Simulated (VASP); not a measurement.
Energy against volume of Al₃Sc (L1_2). Computed with rev-vdW-DF2, VASP's PBE PAW potentials (set 64) (plane waves; VASP). Settings: 520 eV cut-off, 8×8×8 Γ-centred mesh, first-order Methfessel-Paxton smearing of 0.10 eV, potentials Sc_sv Al.

```csv
V (Å³/atom),E (eV/atom)
16.595,-3.41793
17.109,-3.42254
17.622,-3.41874
18.135,-3.40788
```

Task: Fit these four points and predict the energy of the run at 16.082 Å³/atom.

Result: A cubic in V^(−2/3), the third-order Birch-Murnaghan form, passes through the four points with V0 = 17.12 Å³/atom and B0 = 87 GPa, and gives -3.4033 eV/atom there. The run gave -3.4033 eV/atom, -0.0 meV/atom from the fit; all five points give B0 = 87 GPa.

The compound is Al3Sc in the L1_2 structure. It was relaxed first.
